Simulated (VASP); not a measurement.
Given:

```xyz
2
Lattice="0.0000 2.2241 2.2241 2.2241 0.0000 2.2241 2.2241 2.2241 0.0000" Properties=species:S:1:pos:R:3 pbc="T T T"
Nb     0.0000     0.0000     0.0000
C      2.2241     2.2241     2.2241
```

Computed with PBEsol GGA, VASP's PBE PAW potentials (set 64) (plane waves; VASP). Settings: 520 eV cut-off, 16×16×16 Γ-centred mesh, tetrahedra with Blöchl corrections, potentials Nb_sv C.

Problem. Tabulate the total density of states (states/eV per cell) against energy (eV; zero at the valence-band maximum or, without a gap, the Fermi level).

Solution. 
(E (eV), DOS (states/eV)): (-9.98, 0.14); (-9.86, 0.06); (-9.62, 0.00); (-9.50, 0.00); (-9.26, 0.00); (-9.14, 0.00); (-8.90, 0.00); (-8.78, 0.00); (-8.66, 0.00); (-8.42, 0.00); (-8.30, 0.00); (-8.06, 0.00); (-7.94, 0.00); (-7.82, 0.00); (-7.58, 0.05); (-7.46, 0.12); (-7.22, 0.20); (-7.10, 0.26); (-6.86, 0.37); (-6.74, 0.44); (-6.62, 0.55); (-6.38, 0.81); (-6.26, 0.87); (-6.02, 0.87); (-5.90, 0.93); (-5.78, 0.97); (-5.54, 0.99); (-5.42, 0.82); (-5.18, 0.87); (-5.06, 1.28); (-4.82, 2.03); (-4.70, 2.61); (-4.58, 3.63); (-4.34, 3.91); (-4.22, 3.04); (-3.98, 1.60); (-3.86, 1.27); (-3.74, 1.09); (-3.50, 0.85); (-3.38, 0.76); (-3.14, 0.63); (-3.02, 0.57); (-2.78, 0.49); (-2.66, 0.44); (-2.54, 0.40); (-2.30, 0.34); (-2.18, 0.27); (-1.94, 0.24); (-1.82, 0.27); (-1.70, 0.28); (-1.46, 0.38); (-1.34, 0.48); (-1.10, 0.60); (-0.98, 0.62); (-0.74, 0.62); (-0.62, 0.63); (-0.50, 0.64); (-0.26, 0.68); (-0.14, 0.70); (0.10, 0.74); (0.22, 0.75); (0.34, 0.79); (0.58, 0.86); (0.70, 0.90); (0.94, 1.03); (1.06, 1.14); (1.30, 1.31); (1.42, 0.88); (1.54, 0.90); (1.78, 1.47); (1.90, 1.80); (2.14, 2.11); (2.26, 1.86); (2.38, 1.74); (2.62, 1.41); (2.74, 1.29); (2.98, 1.25); (3.10, 1.47); (3.34, 5.24); (3.46, 3.13)
Within 2 eV below the Fermi level the largest weight inside VASP's projection spheres is Nb d, then C p.

The compound is NbC in the rock salt structure. It was relaxed first. The electron count is odd and the run is not spin-polarised, which forces a metal.
